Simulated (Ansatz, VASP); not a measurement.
## Ag (Silver): VASP beside Ansatz

Aim: how closely do two programs agree when they are given the same cell, functional and k mesh? The cell is taken from a series of VASP runs on this material, whose earlier steps may have relaxed, scaled or displaced it; both programs get it as it stands.

Program: Ansatz 0.2.0. Level of theory: plane waves, with VASP 6.6.1 beside it; relaxation of cell and atoms at PBE. Results are calculated unless marked as measured.

### Step 1. Starting point

Symmetry: Fm-3m, No. 225, cubic system. The conventional cell has a = 4.148 Å, b = 4.148 Å, c = 4.148 Å, α = 90.00°, β = 90.00°, γ = 90.00°. Ag has 12 Ag at 2.93 Å nearest.

Coordinates:

```cif
data_structure
_symmetry_space_group_name_H-M 'Fm-3m'
_symmetry_Int_Tables_number 225
_cell_length_a 4.1485
_cell_length_b 4.1485
_cell_length_c 4.1485
_cell_angle_alpha 90.000
_cell_angle_beta 90.000
_cell_angle_gamma 90.000
_cell_volume 71.39
loop_
_atom_site_label
_atom_site_type_symbol
_atom_site_symmetry_multiplicity
_atom_site_Wyckoff_symbol
_atom_site_fract_x
_atom_site_fract_y
_atom_site_fract_z
_atom_site_occupancy
Ag1 Ag 4 a 0.00000 0.00000 0.00000 1
```

### Step 2. Ansatz: relaxation of cell and atoms, PBE

Ansatz runs on its default PAW (the set named soft_2) files.

The relaxed volume is the usual yardstick between codes: its relative difference is about their pressure difference at one cell divided by the bulk modulus.

input.yaml

```yaml
crystal:
  lattice:
    - [0.0, 2.0742408152, 2.0742408152]
    - [2.0742408152, 0.0, 2.0742408152]
    - [2.0742408152, 2.0742408152, 0.0]
  atoms:
    - { symbol: Ag, position: [0.0, 0.0, 0.0] }
hamiltonian:
  xc: pbe
  pseudopotentials: { kind: paw }
kpoints:
  mp_grid: { grid: [12, 12, 12] }
scf:
  occupations: { method: methfessel_paxton, width: 0.1 }
relax:
  f_tol: 0.01
  max_steps: 60
  cell: { stress_tol: 0.05 }
output:
  forces: true
  stress: true
```

On the command line:

```
ansatz run input.yaml --threads 4 --pin off --max-ram 9216MiB --backend cpu --events-out ev --progress --plain --runs-dir out
```

Numbers of over 12 decimals in the logs are rounded to 6 here.

The log of the run:

```text
Engine: ansatz 0.2.0, aarch64-unknown-linux-gnu
Pseudopotentials: kind: paw
Pseudopotential: Ag, paw, valence charge 19, recommended cutoff 420 eV (normal), Ag.paw.azcp
Functional definition: PBE
  parameter kappa = 0.804
  parameter beta = 0.066725
  exchange = pbe_x(kappa = kappa, mu = beta*pi^2/3)
  correlation = pbe_c(beta = beta)
Crystal: 1 atoms, lattice volume = 17.849 Å³
Basis set: ecut = 420 eV, 339 PW (Γ), exchange–correlation on 40×40×40 points (8 copies of the dense FFT grid, shifted against one another)
Bands: 14, of which v1, the nominal top of the filled ones, is band 10 counted from 1 (9 counted from 0)
Symmetry: 48 space group operations
Space group: Fm-3m (ITA 225), of the structure as read, at distance tolerance 2.6e-5 Å
k-points: 72 of 1728
Non-local potential: Ag, projectors of the file, l = 0: 3, l = 1: 2, l = 2: 2, l = 3: 1
PAW form: soft (Blöchl's): semilocal exchange-correlation on the pseudo side does not see the compensation charge
PAW one-centre angular grid: Ag, 590 points (default); XC on 64 Gauss nodes
Initial density: superposition of atomic densities (neutral atoms: chi_scale 0, normalization atom), corrected by the library's trained network
Initial wavefunctions: pseudopotential atomic-orbital guess
Functional: x = pbe(κ = 0.804, μ = 0.219515), c = pbe(β = 0.066725)
SCF iter   1: F=—  HF=-7590.548878 eV  |F-HF|=—  |Δ(HF+E_count)|=         —  Δρ=8.57e-4  dr2=4.43e-5  ethr=1.77e-3  ⟨swp⟩=4.7  Hψ=5003  notcnv=0
preconditioner: auto → none  [insulator: Δε(μ)=0.214 eV  Ē_g=15.784 eV  σ=0.100 eV  W_gap=0.71  n_scr=8 (ndim 8)  ℏωp=29.2 eV  f_vac=0.000  D(μ)=0.49/eV (n_scr^D=0)  ε∞_Penn≈4.4]
SCF iter   2: F=—  HF=-7590.549036 eV  |F-HF|=—  |Δ(HF+E_count)|=   1.58e-4  S|Δr|=    0.00e0  Δρ=5.02e-4  dr2=1.47e-5  ethr=2.33e-7  ⟨swp⟩=2.2  Hψ=2265  notcnv=0
SCF iter   3: F=—  HF=-7590.549050 eV  |F-HF|=—  |Δ(HF+E_count)|=   1.42e-5  S|Δr|=    0.00e0  Δρ=2.67e-4  dr2=2.20e-6  ethr=7.76e-8  ⟨swp⟩=2.1  Hψ=1396  notcnv=0
SCF iter   4: F=—  HF=-7590.549063 eV  |F-HF|=—  |Δ(HF+E_count)|=   1.31e-5  S|Δr|=    0.00e0  Δρ=6.82e-5  dr2=3.13e-7  ethr=1.16e-8  ⟨swp⟩=2.0  Hψ=1367  notcnv=0
SCF iter   5: F=-7590.549064 eV  HF=-7590.549064 eV  |F-HF|=2.64e-9  |Δ(HF+E_count)|=   6.70e-7  S|Δr|=    0.00e0  Δρ=9.77e-6  dr2=1.26e-8  ethr=5.26e-10  ⟨swp⟩=4.0  Hψ=2997  notcnv=0
SCF 1 converged in 5 iterations: F = -7590.549064 eV  dr2 = 1.26e-8
  greatest PAW one-centre occupation: 1.000 electrons in one spin orbital (limit 2), on the Ag atom at site 0 (counted from 0), in its partial waves of l = 0
relax step   1: F+E_penalty+E_count = -7590.54906394 eV  Δ(F+E_penalty+E_count) = +0.000e0 eV  max|allowed force component| = 0.000e0 eV/Å  Δτ_max = 0.0000 Å  P = +0.185 GPa  Ω = 17.849 Å³  (5 SCF iters, dr2 threshold 1.00e-7 eV, accepted)
[...]
relax step   2: F+E_penalty+E_count = -7590.54904899 eV  Δ(F+E_penalty+E_count) = +1.494e-5 eV  max|allowed force component| = 0.000e0 eV/Å  Δτ_max = 0.0000 Å  P = -0.131 GPa  Ω = 17.912 Å³  energy of the carried Pulay correction = -2.533e-5 eV  (4 SCF iters, dr2 threshold 8.56e-8 eV, accepted)
[...]
relax step   3: F+E_penalty+E_count = -7590.54907032 eV  Δ(F+E_penalty+E_count) = -2.132e-5 eV  max|allowed force component| = 0.000e0 eV/Å  Δτ_max = 0.0000 Å  P = -0.001 GPa  Ω = 17.886 Å³  energy of the carried Pulay correction = -1.481e-5 eV  (3 SCF iters, dr2 threshold 4.30e-8 eV, accepted)
[...]
relax step   4: F+E_penalty+E_count = -7590.54907909 eV  Δ(F+E_penalty+E_count) = -8.772e-6 eV  max|allowed force component| = 0.000e0 eV/Å  Δτ_max = 0.0000 Å  P = -0.001 GPa  Ω = 17.886 Å³  stress off target by 8.54e-4 GPa  SCF on the basis re-selected at this cell (its energy is not comparable with the rows above)  (5 SCF iters)
basis re-selected at this cell: Δ(F+E_penalty+E_count) = -8.772e-6 eV, ΔP = -0.000 GPa vs the last step (what re-selecting the basis moved, of the pressure what is left beyond the Pulay correction that the steps carried, after the strain that the cell walked since its last selection, with what the two solves' SCF thresholds leave and, on support functions, any second-order correction that the steps lacked; it is no measure of the basis error at this ecutwfc). This SCF's stress stands 8.54e-4 GPa from its target on what of the cell is left free (relax.cell.stress_tol is 5.00e-2 GPa) and its largest allowed force component is 0.00e0 eV/Å (relax.f_tol is 1.00e-2 eV/Å): [rest of the remark cut]
SCF converged after 5 iterations
Stability not checked: this state was not tested for a lower state beside it, because cold or Methfessel-Paxton smearing, or corrected tetrahedra, fill the levels in a way that the test cannot read (fill_not_monotonic; see scf.lower_state_search)
Free energy (F): -7590.549079 eV
Harris-Foulkes:  -7590.549079 eV  (|F-HF|=9.09e-13)
Internal energy: -7590.548597 eV  (E = F + TS)
E sigma→0 (E₀):  -7590.548959 eV
Entropy (-TS):   -0.000482 eV (-0.482 meV/atom)
Fermi energy:    16.277440 eV
--- Per-component energies (eV) ---
  E_band       = -251.491708
  E_kinetic    = 526.999847
  E_local      = -2268.293669  (includes V_loc(G=0)·N_el)
  E_nonlocal   = 80.077017
  E_hartree    = 1027.997501
  E_xc         = -184.709306
  E_vxc        = -234.677042  (∫ρ·V_xc dr)
  E_paw        = -3902.057542  (= ΣΔE_a)
  E_vpaw       = -411.593214  (= ΣTr[D̂ρ^β])
  E_aug_tail   = 0.000327  (compensation charges beyond the density's cutoff)
  E_ewald      = -2870.562773
  E_smearing   = -0.000482  (= −TS)
  E_closure    = -0.000000  (closes the sum)
  Σ components = -7590.549079   (vs F -7590.549079, Δ=0.00e0)
--- Forces (eV/Å), atoms counted from 1 ---
  atom   1  Ag    -0.00000000     0.00000000     0.00000000
  max |Σ_I F_I| component: 7.40e-32 eV/Å
--- Stress (GPa, compression-positive) ---
       -0.000854       0.000000       0.000000
        0.000000      -0.000854       0.000000
        0.000000       0.000000      -0.000854
  P = ⅓ Tr σ = -0.0009 GPa (-0.009 kbar)
--- Relaxed structure (3 steps of the walk, 3 accepted, 1 SCFs on fresh bases) ---
  F+E_penalty+E_count = -7590.54907909 eV   max|allowed force component| = 0.000e0 eV/Å   (the final SCF, on the basis selected at the relaxed cell)
  cell:  # Å, volume = 17.8856 Å³
    - [0, 2.075670, 2.075670]
    - [2.075670, 0, 2.075670]
    - [2.075670, 2.075670, 0]
  atoms:
    - { symbol: Ag, position: [0.0, 0.0, 0.0] }
```

It took 0.96 s on 4 threads of Arm Neoverse V2, shared host; peak memory 0.28 GiB.

### Step 3. VASP: relaxation of cell and atoms, PBE

The same cell, functional, mesh and smearing now go to VASP, with its own data sets and cutoff.

Lines of VASP's logs that name or quote its potential files are left out, and so is its time.

INCAR

```
SYSTEM = Ag
PREC = Accurate
ENCUT = 450
EDIFF = 1E-06
NELM = 100
ISMEAR = 1
SIGMA = 0.1
LREAL = .FALSE.
ALGO = Normal
GGA = PE
NBANDS = 11
LORBIT = 11
LWAVE = .FALSE.
LCHARG = .FALSE.
KPAR = 2
IBRION = 2
NSW = 50
ISIF = 3
EDIFFG = -0.01
```

POSCAR

```
Ag
1.0
    0.0000000000      2.0742408152      2.0742408152
    2.0742408152      0.0000000000      2.0742408152
    2.0742408152      2.0742408152      0.0000000000
Ag
1
Direct
    0.0000000000      0.0000000000      0.0000000000
```

KPOINTS

```
Automatic mesh
0
Gamma
12 12 12
0 0 0
```

The projector-augmented-wave data sets are Ag (PBE family, release 64).

On the command line:

```
mpirun -np 2 vasp_std
```

The log of the run:

```text
[banner, memory and clock lines left out]
running    2 mpi-ranks, on    1 nodes
 distrk:  each k-point on    1 cores,    2 groups
 distr:  one band on    1 cores,    1 groups

 POSCAR found type information on POSCAR Ag
 POSCAR found :  1 types and       1 ions
 LDA part: xc-table for (Slater+PW92), standard interpolation
 POSCAR, INCAR and KPOINTS ok, starting setup
 FFT: planning ... GRIDC
 FFT: planning ... GRID_SOFT
 FFT: planning ... GRID
 WAVECAR not read
 entering main loop
       N       E                     dE             d eps       ncg     rms          rms(c)
DAV:   1     0.437209865666E+02    0.43721E+02   -0.51690E+03  1664   0.797E+02
DAV:   2    -0.238978929415E+01   -0.46111E+02   -0.43594E+02  1782   0.180E+02
DAV:   3    -0.295179857771E+01   -0.56201E+00   -0.56164E+00  1795   0.218E+01
DAV:   4    -0.295341355279E+01   -0.16150E-02   -0.16149E-02  1761   0.122E+00
DAV:   5    -0.295342742568E+01   -0.13873E-04   -0.13873E-04  1775   0.102E-01    0.464E+00
DAV:   6    -0.272215372515E+01    0.23127E+00   -0.10071E+00  1665   0.941E+00    0.311E+00
DAV:   7    -0.271593808672E+01    0.62156E-02   -0.60306E-03  1761   0.778E-01    0.178E+00
DAV:   8    -0.271341770495E+01    0.25204E-02   -0.70064E-04  1735   0.216E-01    0.611E-02
DAV:   9    -0.271342837774E+01   -0.10673E-04   -0.11305E-05  1796   0.290E-02    0.200E-02
DAV:  10    -0.271343309400E+01   -0.47163E-05   -0.38963E-06  1750   0.201E-02    0.274E-03
DAV:  11    -0.271343288152E+01    0.21248E-06   -0.74827E-08   891   0.253E-03
   1 F= -.27134329E+01 E0= -.27132767E+01  d E =-.271343E+01
 curvature:   0.00 expect dE= 0.000E+00 dE for cont linesearch  0.000E+00
 trial: gam= 0.00000 g(F)=  0.261E-62 g(S)=  0.370E-04 ort = 0.000E+00 (trialstep = 0.100E+01)
 search vector abs. value=  0.370E-04
 bond charge predicted
       N       E                     dE             d eps       ncg     rms          rms(c)
DAV:   1    -0.271427391483E+01   -0.84082E-03   -0.13664E-02  1677   0.125E+00    0.189E-01
DAV:   2    -0.271346935271E+01    0.80456E-03   -0.32678E-03  1665   0.534E-01    0.574E-02
DAV:   3    -0.271345042547E+01    0.18927E-04   -0.34274E-05  1794   0.515E-02    0.389E-02
DAV:   4    -0.271344226847E+01    0.81570E-05   -0.63522E-06  1694   0.191E-02    0.223E-03
DAV:   5    -0.271344231426E+01   -0.45786E-07   -0.49896E-08   888   0.202E-03
   2 F= -.27134423E+01 E0= -.27132907E+01  d E =-.943273E-05
 trial-energy change:   -0.000009  1 .order   -0.000013   -0.000037    0.000010
 step:   0.7787(harm=  0.7787)  dis= 0.00000  next Energy=    -2.713447 (dE=-0.144E-04)
 reached required accuracy - stopping structural energy minimisation
```

Parts of OUTCAR (step 3):

```text
ion  position               nearest neighbor table
   1  0.000  0.000  0.000-

  LATTYP: Found a face centered cubic cell.
 ALAT       =     4.1484816304

 Subroutine GETGRP returns: Found 48 space group operations
 (whereof 48 operations were pure point group operations)

The static configuration has the point symmetry O_h .

 Found     72 irreducible k-points:

   k-points           NKPTS =     72   k-points in BZ     NKDIM =     72   number of bands    NBANDS=     11

   dimension x,y,z NGX =    20 NGY =   20 NGZ =   20
   dimension x,y,z NGXF=    40 NGYF=   40 NGZF=   40

   ENCUT  =  450.0 eV  33.07 Ry    5.75 a.u.   5.07  5.07  5.07*2*pi/ulx,y,z

   NELECT =      11.0000    total number of electrons

 k-points in reciprocal lattice and weights: Automatic mesh
   0.00000000  0.00000000  0.00000000       0.001
   0.08333333  0.00000000  0.00000000       0.005
   0.16666667  0.00000000  0.00000000       0.005
   0.25000000  0.00000000  0.00000000       0.005
   0.33333333  0.00000000  0.00000000       0.005
   0.41666667  0.00000000  0.00000000       0.005
   0.50000000  0.00000000  0.00000000       0.002
   0.08333333  0.08333333  0.00000000       0.003
   0.16666667  0.08333333  0.00000000       0.014
[...]
-0.33333333  0.50000000  0.16666667       0.007
  -0.25000000  0.50000000  0.25000000       0.003

 average (electrostatic) potential at core
       1 -71.2909

 E-fermi :   7.7495

 k-point     1 :       0.0000    0.0000    0.0000
  band No.  band energies     occupation
    ...
      2       3.1476      2.00000
      3       3.1476      2.00000
      4       3.1476      2.00000
      5       4.0981      2.00000
      6       4.0981      2.00000
      7      23.6931      0.00000
      8      26.9866      0.00000
      9      26.9866      0.00000
     10      26.9866      0.00000
     11      31.6786      0.00000

 k-point     2 :       0.0833    0.0000    0.0000
  band No.  band energies     occupation
    ...
      2       3.1050      2.00000
      3       3.2015      2.00000
      4       3.2015      2.00000
      5       4.0791      2.00000
      6       4.0791      2.00000
      7      23.6319      0.00000
      8      25.4210      0.00000
      9      27.0360      0.00000
     10      27.0360      0.00000
     11      31.3007      0.00000

 k-point     3 :       0.1667    0.0000    0.0000
  band No.  band energies     occupation
    ...
      2       3.0600      2.00000
      3       3.3098      2.00000
      4       3.3098      2.00000
      5       4.0748      2.00000
      6       4.0748      2.00000
      7      21.6996      0.00000
      8      24.5081      0.00000
      9      27.0763      0.00000
     10      27.0763      0.00000
     11      30.1840      0.00000

  Total       -0.0045397     -0.0045397     -0.0045397     -0.0000000      0.0000000     -0.0000000
  in kB       -0.4065580     -0.4065580     -0.4065580     -0.0000000      0.0000000     -0.0000000
  external PRESSURE =      -0.4065580 kB  Pullay stress =       0.0000000 kB

  energy-cutoff  :      450.00
  volume of cell :       17.89
      direct lattice vectors                 reciprocal lattice vectors
     0.000000000  2.075839720  2.075839720    -0.240866381  0.240866381  0.240866381
     2.075839720  0.000000000  2.075839720     0.240866381 -0.240866381  0.240866381
     2.075839720  2.075839720 -0.000000000     0.240866381  0.240866381 -0.240866381

 POSITION                                       TOTAL-FORCE (eV/Angst)
 -----------------------------------------------------------------------------------
      2.07584      2.07584     -0.00000        -0.000000     -0.000000      0.000000
 -----------------------------------------------------------------------------------
    total drift:                               -0.000000     -0.000000      0.000000

  FREE ENERGIE OF THE ION-ELECTRON SYSTEM (eV)
  ---------------------------------------------------
  free  energy   TOTEN  =        -2.7134423143 eV

  energy  without entropy=       -2.7129875529  energy(sigma->0) =       -2.71329073

 reached required accuracy - stopping structural energy minimisation

 total charge
# of ion       s       p       d       tot
------------------------------------------
    1        0.408   0.268   9.159   9.835

[... 3 further parts left out ...]
```

CONTCAR:

```
Ag
   1.00000000000000
     0.0000000000000000    2.0758397195950735    2.0758397195950735
     2.0758397195950735    0.0000000000000000    2.0758397195950735
     2.0758397195950735    2.0758397195950735   -0.0000000000000000
  Ag
     1
Direct
     0.0000000000000000    0.0000000000000000    1.0000000000000000
```

### Step 4. Differences

Known differences besides the potentials themselves: both relaxations stop at a tolerance, which leaves soft axes loose, and VASP keeps its plane-wave basis; the data sets hold 19 valence electrons in Ansatz (default PAW (the set named soft_2) files) and 11 in VASP; the cutoff is 420 eV in Ansatz and 450 eV in VASP; VASP leaves aspherical gradient terms in its spheres out (LASPH is not set), Ansatz keeps them; Ansatz adds a Pulay correction to the stress that steers its cell, VASP none. Total energies have different zeros and are not compared.

The two programs side by side:

```
                                         quantity  Ansatz   VASP  difference
                                      volume (Å³)   17.89  17.89     -0.02 %
edge a after relaxation, in the typed setting (Å)   2.935  2.936     -0.01 %
```

The walks stopped with 0.00 GPa left in Ansatz and -0.04 GPa in VASP; each walk ends within a tolerance, so the volume difference is uncertain by about these residues over the bulk modulus, most in soft cells.

### Step 5. What came out

```
difference in volume (relaxation of cell and atoms, PBE) : -0.025 %
```

The difference in volume is -0.025 % (relaxation of cell and atoms, PBE), within the 1.2 % picked in this series as the mark of a large difference, as far as the stopping tolerances let one tell. Such differences can come from data sets, numerical settings and the points named under the comparisons, not from the functional's error against experiment.

[Lines on the potential files, build, host, timing and source positions are cut from VASP's logs without a mark.]

[Logs are printed without paths, hosts, clocks, repeated set-up lines and the standing remarks that a program may print on its own settings, such as how far it seeks lower states.]

[Hosts, paths, dates, database ids (printed as entryN), source tags and the programs' standing remarks are cut or masked in the printed files.]
